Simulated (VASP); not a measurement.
Runs of VASP 6.6.1 on C. The structure is cubic, space group Fd-3m (No. 227). The conventional cell has a = 3.573 Å, b = 3.573 Å, c = 3.573 Å, α = 90.00°, β = 90.00°, γ = 90.00°. C (site symmetry -43m) has 4 C at 1.55 Å as nearest neighbours. This isn't the form of C at room conditions, which is graphite.

```tsv
task	cell	gap on the mesh (eV)	pressure (GPa)
single point	a relaxed cell with its volume scaled by 0.97	4.18	(a)
single point	a relaxed cell with its volume scaled by 1.06	3.99	-22.7
relaxation of cell and atoms	relaxed	4.12	0.0
single point	a relaxed cell with its volume scaled by 1.09	3.93	(b)
```

Alike in all rows: level PBE; potentials or basis VASP PAW PBE potentials, release 64 (C); no spin polarisation; k mesh 14 × 14 × 14; cutoff (eV) 520; smearing gaussian 1 eV.

Problem. Fill in the values left out.

Solution. (a) 14.0; (b) -31.9.

Caveats: the relaxation stopped at its first step, so nothing moved (some runs); the cell as given lies far from equilibrium (some runs).

A k mesh can miss the band edges.
